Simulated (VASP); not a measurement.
Here is the system:

```
RbCl
1.0
    0.00000     3.18982     3.18982
    3.18982     0.00000     3.18982
    3.18982     3.18982     0.00000
Rb Cl
1 1
Cartesian
  0.00000   0.00000   0.00000
  3.18982   3.18982   3.18982
```

The numbers are results of LDA (Ceperley-Alder, Perdew-Zunger), VASP's LDA PAW potentials (set 64) (plane waves; VASP), not measurements. Numerical set-up: 400 eV cut-off, 7×7×7 Γ-centred mesh, Gaussian smearing of 0.010 eV, potentials Rb_sv Cl.

Task: Give the electronic dielectric tensor ε∞ (DFPT, local fields included).

Result: 
```
2.52  0.00  0.00
0.00  2.52  0.00
0.00  0.00  2.52
```

Task: Give the Born effective charges.

Result: 
```
atom   Z*xx   Z*yy   Z*zz   mean
----  -----  -----  -----  -----
Rb1    1.16   1.16   1.16   1.16
Cl2   -1.16  -1.16  -1.16  -1.16
```

The compound is RbCl in the rock salt structure. It was relaxed first, which changed the volume by -9 %.
